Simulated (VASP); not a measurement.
Method: PBE GGA with D3 dispersion (Becke-Johnson damping), VASP's PBE PAW potentials (set 64) (plane waves; VASP).

The input files of a VASP run:

### KPOINTS
```
Regular mesh
0
Gamma
 15 15 8
0 0 0
```

File POSCAR:
```
Re
1.0
  1.3911157366  -2.4094830201   0.0000000000
  1.3911157366   2.4094830201   0.0000000000
  0.0000000000   0.0000000000   4.5022485276
Re
2
Cartesian
  1.3911157366   0.8031626130   1.1255621319
  1.3911157366  -0.8031626130   3.3766863957
```

**INCAR**
```
ENCUT=520   # plane-wave cut-off (eV)
GGA=PE   # PBE
EDIFF=1E-7
ALGO=Normal
LWAVE=.FALSE.
IBRION=2   # conjugate gradients
NSW=30   # most ionic steps
LMAXMIX=6   # l cut-off of mixed one-centre charges
NELM=100   # most electronic steps
PREC=Accurate
ISIF=4   # ions and shape, fixed volume
EDIFFG=-0.01
IVDW=12
SIGMA=0.1   # width (eV)
SYSTEM=Re
LCHARG=.FALSE.
LASPH=.TRUE.
ISMEAR=1   # Methfessel-Paxton
LREAL=.FALSE.   # projection in real space or not
```

POTCAR, in this order: Re (PBE.64 set). Program: vasp_std.

Question: What will the output report for the number of irreducible k-points (NKPTS), largest plane-wave count, number of space-group operations, FFT grid (NGX, NGY, NGZ)?

Answer: 
```
Property                                       Value
--------------------------------------  ------------
number of irreducible k-points (NKPTS)           135
largest plane-wave count                         826
number of space-group operations                  24
FFT grid (NGX, NGY, NGZ)                24 × 24 × 36
```

The compound is Re in the hcp structure. This cell is one point of a volume scan, at 1.03 of the reference volume. Symmetry was kept, so distortions that lower it aren't found.
